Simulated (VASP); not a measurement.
# La2TaO5 (P6/mmm) in VASP: relaxation of cell and atoms with PBE

Aim: the relaxation of cell and atoms of La2TaO5 with PBE.

Everything below comes from runs of VASP 6.6.1. Logs are shortened: lines on timing, memory, paths and dates and some standing lists are left out, and cuts for length are marked.

### 1 The structure

Symmetry: P6/mmm, No. 191, hexagonal system. Conventional cell: a = 4.211 Å, b = 4.211 Å, c = 9.845 Å, α = 90.00°, β = 90.00°, γ = 120.00°. Around La (site symmetry 6mm) lie 1 O at 2.09 Å. Around Ta (site symmetry 6/mmm) lie 6 O at 2.43 Å. Around O (site symmetry -6m2) lie 6 O at 2.43 Å. Around O (site symmetry 6/mmm) lie 2 La at 2.09 Å. Around O (site symmetry -6m2) lie 3 O at 2.43 Å and 3 Ta at 2.43 Å.

The cell was built by a generator and needn't be a form met in nature.

### 2 Relaxation of cell and atoms, PBE

Contents of INCAR:

```
SYSTEM = La2TaO5
PREC = Normal
ENCUT = 520
EDIFF = 1E-4
ISMEAR = 0
SIGMA = 0.15
LREAL = .FALSE.
LASPH = .TRUE.
NELM = 60
ALGO = Fast
ISIF = 3
LWAVE = .FALSE.
LCHARG = .FALSE.
GGA = PE
IBRION = 2
NSW = 24
EDIFFG = -0.08
```

Contents of KPOINTS:

```
Automatic mesh
0
G
  4 4 2
  0 0 0
```

Contents of POSCAR:

```
La2TaO5
1.0
    4.2111360600      0.0000000000      0.0000000000
   -2.1055680300      3.6469508000      0.0000000000
    0.0000000000      0.0000000000      9.8452561600
La Ta O
2 1 5
Direct
    0.0000000000      0.0000000000      0.2875941400
    0.0000000000      0.0000000000      0.7124058600
    0.0000000000      0.0000000000      0.0000000000
    0.3333333300      0.6666666700      0.5000000000
    0.6666666700      0.3333333300      0.5000000000
    0.0000000000      0.0000000000      0.5000000000
    0.3333333300      0.6666666700      0.0000000000
    0.6666666700      0.3333333300      0.0000000000
```

Potentials or basis: VASP PAW PBE potentials, release 64 (La, Ta_pv, O).

Run with:

```bash
> cat potpaw_PBE.64/La/POTCAR potpaw_PBE.64/Ta_pv/POTCAR potpaw_PBE.64/O/POTCAR > POTCAR
> mpirun -np 1 vasp_std > vasp.out
```

OUTCAR:

```text
SYSTEM = La2TaO5
   PREC = Normal
   ENCUT = 520
   EDIFF = 1E-4
   ISMEAR = 0
   LREAL = .FALSE.
   LASPH = .TRUE.
   NELM = 60
   ISIF = 3
   GGA = PE
   IBRION = 2
   NSW = 24
   EDIFFG = -0.08

 ion  position               nearest neighbor table
   1  0.000  0.000  0.288-   6 2.09   3 2.83
   2  0.000  0.000  0.712-   6 2.09   3 2.83
   3  0.000  0.000  0.000-   7 2.43   8 2.43   7 2.43   8 2.43   8 2.43   7 2.43   1 2.83   2 2.83

   4  0.333  0.667  0.500-
   5  0.667  0.333  0.500-
   6  0.000  0.000  0.500-   1 2.09   2 2.09
   7  0.333  0.667  0.000-   3 2.43   3 2.43   3 2.43
   8  0.667  0.333  0.000-   3 2.43   3 2.43   3 2.43

  LATTYP: Found a hexagonal cell.
 ALAT       =     4.2111360600
 C/A-ratio  =     2.3379097753

  Lattice vectors:

 A1 = (   4.2111360600,   0.0000000000,   0.0000000000)
 A2 = (  -2.1055680300,   3.6469508000,   0.0000000000)
 A3 = (   0.0000000000,   0.0000000000,   9.8452561600)

Analysis of symmetry for initial positions (statically):
=====================================================================
 Subroutine PRICEL returns:
 Original cell was already a primitive cell.

 Routine SETGRP: Setting up the symmetry group for a
 hexagonal supercell.

 Subroutine GETGRP returns: Found 24 space group operations
 (whereof 24 operations were pure point group operations)
 out of a pool of 24 trial point group operations.

The static configuration has the point symmetry D_6h.

Analysis of symmetry for dynamics (positions and initial velocities):
=====================================================================
 Subroutine PRICEL returns:
 Original cell was already a primitive cell.

 Routine SETGRP: Setting up the symmetry group for a
 hexagonal supercell.

 Subroutine GETGRP returns: Found 24 space group operations
 (whereof 24 operations were pure point group operations)
 out of a pool of 24 trial point group operations.

The dynamic configuration has the point symmetry D_6h.

 Subroutine INISYM returns: Found 24 space group operations
 (whereof 24 operations are pure point group operations),
 and found     1 'primitive' translations

----------------------------------------------------------------------------------------

                                     Primitive cell

  volume of cell :     151.2015

  direct lattice vectors                    reciprocal lattice vectors
     4.211136060  0.000000000  0.000000000     0.237465612  0.137100835  0.000000000
    -2.105568030  3.646950800  0.000000000     0.000000000  0.274201670  0.000000000
     0.000000000  0.000000000  9.845256160     0.000000000  0.000000000  0.101571760

  length of vectors
     4.211136060  4.211136054  9.845256160     0.274201670  0.274201670  0.101571760

  position of ions in fractional coordinates (direct lattice)
     0.000000000  0.000000000  0.287594140
     0.000000000  0.000000000  0.712405860
     0.000000000  0.000000000  0.000000000
     0.333333330  0.666666670  0.500000000
     0.666666670  0.333333330  0.500000000
     0.000000000  0.000000000  0.500000000
     0.333333330  0.666666670  0.000000000
     0.666666670  0.333333330  0.000000000

  ion indices of the primitive-cell ions
   primitive index   ion index
                 1           1
                 2           2
                 3           3
                 4           4
                 5           5
                 6           6
                 7           7
                 8           8

----------------------------------------------------------------------------------------

 KPOINTS: Automatic mesh

Automatic generation of k-mesh.
 Grid dimensions read from file:
 generate k-points for:    4    4    2

 Generating k-lattice:

  Cartesian coordinates                     Fractional coordinates (reciprocal lattice)
     0.059366403  0.034275209  0.000000000     0.250000000  0.000000000  0.000000000
     0.000000000  0.068550418  0.000000000     0.000000000  0.250000000  0.000000000
     0.000000000  0.000000000  0.050785880     0.000000000  0.000000000  0.500000000

  Length of vectors
     0.068550417  0.068550418  0.050785880

  Shift w.r.t. Gamma in fractional coordinates (k-lattice)
     0.000000000  0.000000000  0.000000000

 Subroutine IBZKPT returns following result:
 ===========================================

 Found      8 irreducible k-points:

 Following reciprocal coordinates:
            Coordinates               Weight
  0.000000  0.000000  0.000000      1.000000
  0.250000  0.000000  0.000000      6.000000
  0.500000  0.000000  0.000000      3.000000
  0.250000  0.250000  0.000000      6.000000
  0.000000  0.000000  0.500000      1.000000
  0.250000  0.000000  0.500000      6.000000
  0.500000  0.000000  0.500000      3.000000
  0.250000  0.250000  0.500000      6.000000
   k-points           NKPTS =      8   k-points in BZ     NKDIM =      8   number of bands    NBANDS=     37
   number of dos      NEDOS =    301   number of ions     NIONS =      8
   total plane-waves  NPLWV =  32256
   dimension x,y,z NGX =    24 NGY =   24 NGZ =   56
   dimension x,y,z NGXF=    48 NGYF=   48 NGZF=  112
   ions per type =               2   1   5
   NGX,Y,Z   is equivalent  to a cutoff of   9.47,  9.47,  9.46 a.u.
   NGXF,Y,Z  is equivalent  to a cutoff of  18.95, 18.95, 18.91 a.u.
 SYSTEM =  La2TaO5
   PREC   = normal    normal or accurate (medium, high low for compatibility)
   ISTART =      0    job   : 0-new  1-cont  2-samecut
   ICHARG =      2    charge: 1-file 2-atom 10-const
   ISPIN  =      1    spin polarized calculation?
   LNONCOLLINEAR =      F non collinear calculations
   LSORBIT =      F    spin-orbit coupling
   LASPH  =      T    aspherical Exc in radial PAW
   ENCUT  =  520.0 eV  38.22 Ry    6.18 a.u.   7.83  7.83 18.31*2*pi/ulx,y,z
   NELM   =     60;   NELMIN=  2; NELMDL= -5     # of ELM steps
   EDIFF  = 0.1E-03   stopping-criterion for ELM
   LREAL  =      F    real-space projection
   EDIFFG = -.8E-01   stopping-criterion for IOM
   NSW    =     24    number of steps for IOM
   IBRION =      2    ionic relax: 0-MD 1-quasi-New 2-CG
   NFREE  =      1    steps in history (QN), initial steepest desc. (CG)
   ISIF   =      3    stress and relaxation
   ISYM   =      2    0-nonsym 1-usesym 2-fastsym
   POTIM  = 0.5000    time-step for ionic-motion
   TEBEG  =    0.0;   TEEND  =   0.0 temperature during run
   PSTRESS=    0.0 pullay stress
   NELECT =      63.0000    total number of electrons
   NUPDOWN=      -1.0000    fix difference up-down
   EMIN   =  10.00;   EMAX   =-10.00  energy-range for DOS
   EFERMI =   0.00;   METHOD = LEGACY
   ISMEAR =     0;   SIGMA  =   0.15  broadening in eV -4-tet -1-fermi 0-gaus
   EFERMI_NEDOS =   21; number of points for ismear=-14 and -15
   IALGO  =     68    algorithm
   IMIX   =      4    mixing-type and parameters
     AMIX     =   0.40;   BMIX     =  1.00
     AMIX_MAG =   1.60;   BMIX_MAG =  1.00
  volume/ion in A,a.u.               =      18.90       127.54
  Fermi-wavevector in a.u.,A,eV,Ry     =   1.222746  2.310655 20.342179  1.495108
  Thomas-Fermi vector in A             =   2.357882
   LORBIT       =      0    0 simple, 1 ext, 2 COOP (PROOUT), +10 PAW based schemes
   GGA     = PE    functional components
   LHFCALC =     F    Hartree Fock is set to
   AEXX    =    0.0000 exact exchange contribution
   IVDW    =     0    specifies the selected vdW correction
   LEPSILON=     F    determine dielectric tensor
   LRPA    =     F    only Hartree local field effects (RPA)
 conjugate gradient relaxation of ions
 non-spin polarized calculation
 RMM-DIIS sequential band-by-band and
 Gauss-broadening in eV      SIGMA  =   0.15
  energy-cutoff  :      520.00
  volume of cell :      151.20
 maximum number of plane-waves:      4110
   NGX = 15   NGY = 15   NGZ = 37

--------------------------------------- Ionic step        1  -------------------------------------------

 number of electron      63.0000050 magnetization

 Free energy of the ion-electron system (eV)
  ---------------------------------------------------
  ext. energy  EPLUGINS =         0.00000000
  ---------------------------------------------------
  free energy    TOTEN  =       -50.36568441 eV

  energy without entropy =      -50.27341210  energy(sigma->0) =      -50.31954825

------------------------ aborting loop because EDIFF is reached ----------------------------------------

  FORCE on cell =-STRESS in cart. coord.  units (eV):
  Direction    XX          YY          ZZ          XY          YZ          ZX
  --------------------------------------------------------------------------------------
  -------------------------------------------------------------------------------------
  Total       -9.9822255     -9.9822255    -11.1187026      0.0000000      0.0000000      0.0000000
  in kB     -105.7746899   -105.7746895   -117.8171460      0.0000000      0.0000000      0.0000000
  external PRESSURE =    -109.7888418 kB  Pullay stress =       0.0000000 kB
[... 107 lines left out ...]
  FREE ENERGIE OF THE ION-ELECTRON SYSTEM (eV)
  ---------------------------------------------------
  free  energy   TOTEN  =       -51.5930928345 eV

  energy  without entropy=      -51.5273101127  energy(sigma->0) =      -51.56020147

 E-fermi :   6.2235     XC(G=0): -10.1524

 val. band max:        6.2119709666   @ k =   0.0000   0.0000   0.0000
 cond. band min:       6.3012091651   @ k =   0.5000   0.0000   0.5000
 fundamental gap:      0.0892381985
 Fermi energy:         6.2235302608

 k-point     1 :       0.0000    0.0000    0.0000
  band No.  band energies     occupation
      1     -29.6079      2.00000
      2     -29.5273      2.00000
      3     -29.5273      2.00000
      4     -26.6515      2.00000
      5     -26.5479      2.00000
      6     -15.4977      2.00000
[... 309 lines left out ...]
     36       7.2418      0.00000
     37       7.5898      0.00000

[... ionic steps 4 to 10 ...]

--------------------------------------- Ionic step       11  -------------------------------------------

 number of electron      63.0000067 magnetization

------------------------ aborting loop because EDIFF is reached ----------------------------------------

  FORCE on cell =-STRESS in cart. coord.  units (eV):
  Direction    XX          YY          ZZ          XY          YZ          ZX
  --------------------------------------------------------------------------------------
  -------------------------------------------------------------------------------------
  Total        0.9192595      0.9192595      1.1304239      0.0000000      0.0000000      0.0000000
  in kB       10.2742866     10.2742866     12.6344078      0.0000000      0.0000000      0.0000000
  external PRESSURE =      11.0609937 kB  Pullay stress =       0.0000000 kB
[... 69 lines left out ...]
  energy  without entropy=      -52.6948084572  energy(sigma->0) =      -52.72107632

--------------------------------------- Ionic step       13  -------------------------------------------

 number of electron      63.0000080 magnetization

 Free energy of the ion-electron system (eV)
  ---------------------------------------------------
  ext. energy  EPLUGINS =         0.00000000
  ---------------------------------------------------
  free energy    TOTEN  =       -52.75245909 eV

  energy without entropy =      -52.69974537  energy(sigma->0) =      -52.72610223

 E-fermi :   5.6912     XC(G=0):  -9.8497

 val. band max:        5.6834697878   @ k =   0.2500   0.0000   0.0000
 cond. band min:       5.7102148237   @ k =   0.5000   0.0000   0.5000
 fundamental gap:      0.0267450359
 Fermi energy:         5.6912214609

 k-point     1 :       0.0000    0.0000    0.0000
  band No.  band energies     occupation
      1     -30.2639      2.00000
      2     -30.1838      2.00000
      3     -30.1838      2.00000
      4     -27.2502      2.00000
      5     -27.1198      2.00000
      6     -16.2205      2.00000
[... 344 lines left out ...]
  FREE ENERGIE OF THE ION-ELECTRON SYSTEM (eV)
  ---------------------------------------------------
  free  energy   TOTEN  =       -52.7524590871 eV

  energy  without entropy=      -52.6997453668  energy(sigma->0) =      -52.72610223

 reached required accuracy - stopping structural energy minimisation
```

Run time: 5 min. Hardware: 1 thread of Intel Xeon 6975P-C (Granite Rapids), shared host; peak memory 0.22 GiB.

What came out:

- Free energy: -52.7525 eV
- Relaxed volume: 18.08 Å³/atom
- Relaxed cell: a = 3.910 Å, b = 3.910 Å, c = 10.928 Å, α = 90.00°, β = 90.00°, γ = 120.00°
- Space group after relaxing (to 0.05 Å): P6/mmm (No. 191)
- Energy gained by relaxing: 298.3 meV/atom
- Ionic steps: 13
- Pressure after relaxing: 0.2 GPa
- Largest force after relaxing: 0.026 eV/Å
- Band gap on the k mesh: none (metal or under the smearing width)

Forces in eV/Å, atoms in the order of the input:
```
La   0.000  0.000  0.026
La   0.000  0.000 -0.026
Ta   0.000  0.000  0.000
O    0.000  0.000  0.000
O    0.000  0.000  0.000
O    0.000  0.000  0.000
O    0.000  0.000  0.000
O    0.000  0.000  0.000
```

The path:
```csv
step,energy change (eV),largest force (eV/Å),pressure (GPa),volume (Å³)
1,0.0000,4.4370,-10.98,151.20
2,-0.3485,5.5489,14.97,124.59
3,-1.2274,0.7441,0.16,135.30
4,-1.2305,0.4563,0.75,134.73
5,-1.5600,1.2598,2.74,134.35
6,-2.0275,1.0627,6.74,132.12
7,-2.0671,1.1417,5.34,132.76
8,-2.2230,1.0571,3.03,136.73
9,-2.2986,0.9869,0.78,141.55
10,-2.3743,0.2341,1.00,142.83
11,-2.3814,0.1730,1.11,143.35
12,-2.3817,0.1139,1.00,143.31
13,-2.3868,0.0263,0.18,144.65
```

Final structure:
```
La Ta O
1.0
     3.90966    0.00000    0.00000
    -1.95483    3.38586    0.00000
     0.00000    0.00000   10.92754
La Ta O
2 1 5
Cartesian
  0.0000 0.0000 3.5431
  0.0000 0.0000 7.3844
  0.0000 0.0000 0.0000
  0.0000 2.2572 5.4638
  1.9548 1.1286 5.4638
  0.0000 0.0000 5.4638
  0.0000 2.2572 0.0000
  1.9548 1.1286 0.0000
```

Caveat: the k mesh is coarse (spacing up to 0.43 Å⁻¹), so the values aren't converged; an odd number of electrons without spin polarisation forces a metal; a magnetic or distorted state may lie lower; the relaxation stopped at a loose force limit of 0.08 eV/Å, so its end isn't a converged minimum. Spin-orbit coupling is left out, which matters for the levels of La, Ta.
